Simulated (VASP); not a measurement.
A run of VASP 6.6.1:

POSCAR

```
HPbNO4
1.0
    4.2040700000      0.0000000000      0.0000000000
    2.0217200000      3.8395200000      0.0000000000
    2.0468600000      1.2790000000      6.2813200000
H Pb N O
1 1 1 4
Direct
    0.8914500000      0.6820200000      0.6279600000
    0.1442600000      0.9287200000      0.8835200000
    0.2567000000      0.2886100000      0.3017100000
    0.8310800000      0.6505600000      0.7840500000
    0.3869400000      0.2238000000      0.1129500000
    0.3110400000      0.0357600000      0.4585600000
    0.0772600000      0.6063300000      0.3227500000
```

Contents of INCAR.step1:

```
ALGO = Normal
EDIFF = 1E-5
ENCUT = 520
GGA = PE
ISIF = 2
ISMEAR = -1
LASPH = True
LCHARG = False
LREAL = False
LWAVE = True
NBANDS = 31
NELM = 100
PREC = Accurate
SIGMA = 0.05
```

File INCAR.step2:

```
AEXX = 0.25
ALGO = Normal
EDIFF = 1E-7
ENCUT = 520
HFRCUT = -1
ISIF = 2
ISMEAR = -5
ISTART = 1
LASPH = True
LCHARG = False
LHFCALC = True
LMIXTAU = True
LORBIT = 11
LREAL = False
LWAVE = False
METAGGA = R2SCAN
NBANDS = 31
NEDOS = 1001
NELM = 100
PREC = Accurate
PRECFOCK = Fast
SIGMA = 0.05
```

KPOINTS

```
k-points
0
Gamma
  4 4 3
```

Potentials or basis: VASP PAW PBE potentials, release 64 (H, Pb_d, N, O).

Launch:

```sh
$ cat potpaw_PBE.64/H/POTCAR potpaw_PBE.64/Pb_d/POTCAR potpaw_PBE.64/N/POTCAR potpaw_PBE.64/O/POTCAR > POTCAR
$ cp INCAR.step1 INCAR
$ mpirun -np 8 vasp_std > vasp.out
$ cp INCAR.step2 INCAR
$ mpirun -np 8 vasp_std > vasp.out
```

Hardware: 8 MPI ranks on Intel(R) Xeon(R) Platinum 8488C (Sapphire Rapids), on a shared host.

Task: Estimate the wall time of this run.

Result: Run time: 9.2 min on 8 MPI ranks on Intel(R) Xeon(R) Platinum 8488C (Sapphire Rapids) (shared host), peak memory 0.18 GiB a rank. Counts: scf iterations 12, k points 26.
